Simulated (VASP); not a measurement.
Input of a VASP 6.6.1 run:

Contents of INCAR:

```
ALGO = Fast
EDIFF = 1E-7
ENCUT = 520
GGA = PE
ISIF = 2
ISMEAR = -1
LASPH = T
LCHARG = F
LREAL = Auto
LWAVE = F
NBANDS = 33
NELM = 100
PREC = Accurate
SIGMA = 0.02
```

File KPOINTS:

```
k-points
0
Gamma
  1 1 1
```

Contents of POSCAR:

```
H10SO4
1.0
    6.1622400000      0.0000000000      0.0000000000
    0.0000000000      6.1622400000      0.0000000000
    0.0000000000      0.0000000000      6.1622400000
O H S
4 10 1
Direct
    0.5041024043      0.7054902114      0.0894642208
    0.1254576258      0.0788836527      0.0673294127
    0.0186620450      0.5164031261      0.9247773537
   -0.0030021551      0.3153561043      0.4823570650
    0.4374221062      0.5656222413      0.0638566495
    0.4856837773      0.7697687854     -0.0569598068
    0.1130433089      0.2000084385     -0.0295184868
    0.1516331724     -0.0220698967     -0.0453244275
    0.0698447318      0.5152184920      0.7861102456
   -0.1253927143      0.5863776808      0.8990399595
    0.1287843382      0.2280501895      0.4548508335
   -0.0524646882      0.3350729605      0.3189749182
    0.6823492756     -0.1101385211      0.4005523965
    0.7619144986      0.0525458275      0.6506724827
    0.5855987433     -0.0417542971      0.5874649478
```

Potentials or basis: VASP PAW PBE potentials, release 64 (O, H, S).

Command:

```sh
$ cat potpaw_PBE.64/O/POTCAR potpaw_PBE.64/H/POTCAR potpaw_PBE.64/S/POTCAR > POTCAR
$ mpirun -np 1 vasp_gam > vasp.out
```

**Question.** Estimate the pressure.

**Answer.** 0.9 GPa.

**Question.** Predict the band gap on the k mesh.

**Answer.** 3.76 eV, direct.

**Question.** What does it give for the largest force?

**Answer.** 4.169 eV/Å.

Forces on the atoms (eV/Å):
```
O    0.089  0.203 -0.937
O    0.045  0.366  0.485
O   -2.392  0.856  2.953
O   -0.183 -0.026 -2.999
H   -0.241 -0.397  0.368
H    0.323  0.082  0.552
H   -0.474  1.660  0.136
H    0.355 -1.973 -0.416
H    1.527 -0.310 -3.867
H    0.748 -0.496  0.678
H   -0.339  0.215  0.129
H    0.719 -0.254  2.897
H   -0.327  0.041  0.331
H    1.290  0.845  0.525
S   -1.140 -0.812 -0.834
```

Expect the measured gap to be larger: semilocal functionals such as PBE lack the derivative discontinuity.
